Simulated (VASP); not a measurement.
A VASP calculation is set up with these files.

File KPOINTS:
```
Regular mesh
0
G
8 8 5
0 0 0
```

### INCAR
```
SYSTEM = Br
PREC = Accurate; ENCUT = 400; LREAL = .FALSE.
LASPH = .TRUE.
EDIFF = 1E-6; NELM = 100; ALGO = Normal
LMAXMIX = 4
ISMEAR = 0; SIGMA = 0.05
GGA = PS
IBRION = 2; NSW = 60; ISIF = 3
EDIFFG = -0.01
LWAVE = .FALSE.; LCHARG = .FALSE.
```

### POSCAR
```
Br
1
    3.3486930000     0.0000000000     0.0000000000
   -1.6743460000     2.9000530000     0.0000000000
    0.0000000000     0.0000000000     5.4369170000
Br
2
Direct
  0.3333330000   0.6666670000   0.2500000000
  0.6666670000   0.3333330000   0.7500000000
```

POTCAR, in this order: Br (PBE.64 set). Program: vasp_std.

**Question.** Translate this PBEsol calculation to Ansatz.

**Answer.** One equivalent input (not run):
Ansatz 0.2 input:
```yaml
crystal:
  lattice:
    - [3.3486930, 0.0000000, 0.0000000]
    - [-1.6743460, 2.9000530, 0.0000000]
    - [0.0000000, 0.0000000, 5.4369170]
  atoms:
    - { symbol: Br, position: [0.3333330, 0.6666670, 0.2500000] }
    - { symbol: Br, position: [0.6666670, 0.3333330, 0.7500000] }
kpoints:
  mp_grid: { grid: [8, 8, 5] }
hamiltonian:
  xc: pbesol
  pseudopotentials: { kind: paw }
scf:
  occupations: { method: gaussian, width: 0.05 }
  max_iter: 100
relax:
  max_steps: 60
  f_tol: 0.01
  cell: {}
output: { forces: true, stress: true, eigenvalues: true }
```
Limits of the translation: each code has its own PAW files, so the cut-off isn't converted (ENCUT is set for VASP's; basis.ecutwfc is left out, and Ansatz then takes the one that its files recommend); Ansatz stops its SCF on the density residual and VASP on the energy change (EDIFF).

The structure was generated: Br was put into the hcp type (P6_3/mmc), which need not be its known phase. This run relaxes it. Symmetry was kept, so distortions that lower it aren't found.
